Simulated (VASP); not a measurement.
Band gaps of BaS (space group Fm-3m) from VASP (PAW), without and with spin-orbit coupling. Semilocal levels are at their own relaxed cell, hybrids and mBJ at PBE's; 0.00 means no gap at that level.  Unless said otherwise, spin-orbit coupling is left out, though it shifts the bands of the heavy elements here.

The cell of the LDA run:

```cif
data_BaS
_chemical_formula_sum 'Ba1 S1'
_space_group_name_H-M_alt 'P 1'
_space_group_IT_number 1
_cell_length_a 4.45649
_cell_length_b 4.45649
_cell_length_c 4.45649
_cell_angle_alpha 60.000
_cell_angle_beta 60.000
_cell_angle_gamma 60.000
loop_
_space_group_symop_operation_xyz
  'x, y, z'
loop_
_atom_site_label
_atom_site_type_symbol
_atom_site_fract_x
_atom_site_fract_y
_atom_site_fract_z
_atom_site_occupancy
Ba1 Ba 0.00000 0.00000 0.00000 1
S1 S 0.50000 0.50000 0.50000 1
```

| level | gap without SOC (eV) | gap with SOC (eV) | shift (eV) |
|---|---|---|---|
| LDA | 1.83 | (withheld) | (withheld) |

**Question.** Some entries are withheld; supply them.

**Answer.** 
- LDA, gap with SOC (eV): 1.77
- LDA, shift (eV): -0.06

Only levels that ran to the end are used. Left out are those held back, those with too coarse a band path, GW runs whose mesh misses a band edge, hybrids' fits of cells that aren't cubic and levels without matching references; a question may draw on a part of the rest.

The structure comes from a computed database's BaS entry (Fm-3m); how it stands against other phases isn't given here. It was relaxed first, which changed the volume by -7 %. Symmetry was kept, so distortions that lower it aren't found.
